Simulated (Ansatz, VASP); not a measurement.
# NiMoIrPdW in VASP and in Ansatz

INCAR

```
SYSTEM = NiMoIrPdW
PREC     = Accurate       ! precision mode
ENCUT    = 520            ! plane-wave cutoff, eV
EDIFF    = 1E-7           ! SCF threshold, eV
ISMEAR   = -1             ! smearing method
SIGMA    = 0.05           ! smearing width, eV
LREAL    = .False.        ! projectors in reciprocal space
LASPH    = .True.         ! aspherical terms in the spheres
NELM     = 150            ! most SCF steps
ALGO     = Normal         ! electronic algorithm
ISIF     = 2              ! what is computed and relaxed
LWAVE    = .False.        ! write WAVECAR
LCHARG   = .False.        ! write CHGCAR
ISPIN    = 2              ! spin polarisation
MAGMOM   = 1 1 0 0.6 0    ! initial moments
LORBIT   = 11             ! projections on sites
LMAXMIX  = 4              ! l up to which the mixer works
GGA      = PE             ! functional
LOPTICS  = .True.         ! frequency-dependent dielectric function
NBANDS   = 76             ! bands
NEDOS    = 2000           ! points of the DOS
CSHIFT   = 0.1          
KPAR     = 4
```

KPOINTS

```
regular mesh
0
Gamma
  11 11 3
  0 0 0
```

File POSCAR:

```
NiMoIrPdW
1.0
    2.3446000000     -1.4313800000      0.0090600000
    2.3446000000      1.4313800000      0.0090600000
   -2.2060000000      0.0000000000     10.9237400000
Ni Mo Pd Ir W
1 1 1 1 1
Direct
    0.4983800000      0.4983800000      0.2952500000
    0.3177300000      0.3177300000      0.9120700000
    0.2473300000      0.2473300000      0.4906100000
    0.7498200000      0.7498200000      0.1080200000
    0.6867300000      0.6867300000      0.6940600000
```

File input.yaml:

```yaml
crystal:
  lattice:
    - [2.3446, -1.43138, 0.00906]
    - [2.3446, 1.43138, 0.00906]
    - [-2.206, 0.0, 10.92374]
  atoms:
    - { symbol: Ni, position: [0.49838, 0.49838, 0.29525], spin: 1.0 }
    - { symbol: Mo, position: [0.31773, 0.31773, 0.91207], spin: 1.0 }
    - { symbol: Pd, position: [0.24733, 0.24733, 0.49061] }
    - { symbol: Ir, position: [0.74982, 0.74982, 0.10802], spin: 0.6 }
    - { symbol: W, position: [0.68673, 0.68673, 0.69406] }
hamiltonian:
  xc: pbe
  pseudopotentials: { kind: paw }
magnetization:
  spin_polarized: true
kpoints:
  mp_grid: { grid: [11, 11, 3] }
scf:
  occupations: { method: fermi_dirac, width: 0.05 }
output:
  forces: true
  stress: true
  eigenvalues: true
  write_density: true
  write_potential: true
  elf: true
  volumetric_format: npy
```

The cell was built by a generator and needn't be a form met in nature.

Alike in both runs: functional PBE; k mesh 11 × 11 × 3; occupations fermi-dirac, width 0.05 eV; collinear spin, ferromagnetic start.

|  | VASP | Ansatz |
| --- | --- | --- |
| version | VASP 6.6.1 | Ansatz 0.2.0 |
| potentials or method | VASP PAW PBE potentials, release 64 (Ni, Mo_sv, Pd, Ir, W_sv) | Ansatz PAW |
| plane-wave cutoff (eV) | 520 | 420 |
| valence electrons in the cell | 57 | 81 |
| task | optical spectrum | single point |

Ansatz gave:

```
gap on the k mesh at the Fermi level (eV)       : none
pressure (GPa)                                  : 0.0
largest component of the traceless stress (GPa) : 0.61
rms of the force components (eV/Å)              : 0.031
net moment per atom (μB)                        : 0.00
```

Task: Estimate VASP's values.

Result: gap on the k mesh at the Fermi level (eV): none; pressure (GPa): 0.3; largest component of the traceless stress (GPa): 0.57; rms of the force components (eV/Å): 0.035; net moment per atom (μB): 0.00.

Atom by atom the forces differ by 0.008 eV/Å (rms over components). A gap of «none» marks a metal or a gap that the smearing closes. The two sets of potentials don't hold the same shells in valence.

Caveats: spectra need much finer meshes, so this one isn't converged (VASP); independent-particle spectra lack excitons (VASP); the intraband (Drude) part of a metal's response may be missing (VASP); the starting moments weren't kept (Ansatz). The runs have no spin-orbit coupling, so splittings on Ir, W are missing.
